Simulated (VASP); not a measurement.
Calculation: PBE GGA, VASP's PBE PAW potentials (set 64) (plane waves; VASP).

A VASP calculation is set up with these files.

### POSCAR
```
Bi
1.0
  4.1658200000  -2.2750000000   0.0000000000
  4.1658200000   2.2750000000   0.0000000000
  2.9234170000   0.0000000000   3.7394270000
Bi
2
Direct
  0.2340000000   0.2340000000   0.2340000000
  0.7660000000   0.7660000000   0.7660000000
```

### INCAR
```
# general
SYSTEM =Bi
PREC   =Accurate
ENCUT  =400
LREAL  =.FALSE.
LASPH  =.TRUE.

# electronic loop
EDIFF  =1E-6
NELM   =100
ALGO   =Normal
LMAXMIX=4

# smearing
ISMEAR =1
SIGMA  =0.1

# functional
GGA    =PE

# ions
ISIF   =2

# output
LWAVE  =.FALSE.
LCHARG =.FALSE.
```

**KPOINTS**
```
K-points
0
gamma
  12 12 12
```

POTCAR, in this order: Bi_d (PBE.64 set). Program: vasp_std.

Output

OSZICAR:
```
       N       E                     dE             d eps       ncg     rms          rms(c)
DAV:   1     0.274619623323E+03    0.27462E+03   -0.14696E+04  7206   0.161E+03
DAV:   2     0.143561961388E+02   -0.26026E+03   -0.25647E+03  7251   0.419E+02
DAV:   3    -0.702434331041E+01   -0.21381E+02   -0.21064E+02  8373   0.147E+02
DAV:   4    -0.772682727995E+01   -0.70248E+00   -0.70056E+00  7982   0.296E+01
DAV:   5    -0.776157352831E+01   -0.34746E-01   -0.34745E-01  9818   0.569E+00    0.106E+00
DAV:   6    -0.775937424653E+01    0.21993E-02   -0.16556E-02  8772   0.151E+00    0.639E-01
DAV:   7    -0.775942055755E+01   -0.46311E-04   -0.12444E-02  8333   0.141E+00    0.110E-01
DAV:   8    -0.775961094924E+01   -0.19039E-03   -0.14957E-03  7740   0.484E-01    0.225E-02
DAV:   9    -0.775963281392E+01   -0.21865E-04   -0.59558E-05  9420   0.668E-02    0.941E-03
DAV:  10    -0.775963114874E+01    0.16652E-05   -0.62973E-06  6220   0.230E-02    0.174E-03
DAV:  11    -0.775963163140E+01   -0.48267E-06   -0.74728E-07  4577   0.862E-03
   1 F= -.77596316E+01 E0= -.77596554E+01  d E =0.713030E-04
```

OUTCAR:
```
------------------------ aborting loop because EDIFF is reached ----------------------------------------
  FORCE on cell =-STRESS in cart. coord.  units (eV):
  Direction    XX          YY          ZZ          XY          YZ          ZX
  --------------------------------------------------------------------------------------
  Total        0.7344557      0.6758246      0.6822968      0.0000000      0.0000000      0.0194797
  in kB       16.6019556     15.2766327     15.4229335      0.0000000      0.0000000      0.4403286
  external PRESSURE =      15.7671739 kB  Pullay stress =       0.0000000 kB
  volume of cell :       70.88
      direct lattice vectors                 reciprocal lattice vectors
     4.165820000 -2.275000000  0.000000000     0.120024389 -0.219780220 -0.093832916
     4.165820000  2.275000000  0.000000000     0.120024389  0.219780220 -0.093832916
     2.923417000  0.000000000  3.739427000     0.000000000  0.000000000  0.267420650
 POSITION                                       TOTAL-FORCE (eV/Angst)
 -----------------------------------------------------------------------------------
      2.63368      0.00000      0.87503         0.170556      0.000000      0.056666
      8.62137      0.00000      2.86440        -0.170556      0.000000     -0.056666
 -----------------------------------------------------------------------------------
    total drift:                               -0.000000     -0.000000     -0.000000
  FREE ENERGIE OF THE ION-ELECTRON SYSTEM (eV)
  ---------------------------------------------------
  free  energy   TOTEN  =        -7.7596316314 eV

  energy  without entropy=       -7.7597029344  energy(sigma->0) =       -7.75965540
```
(Selected blocks of OUTCAR.)

The compound is Bi in the a7 structure. The cell was not relaxed at this level. The run is one of a series of settings (KPOINTS 12×12×12 Γ-centred mesh against the base run), some of them coarse on purpose.
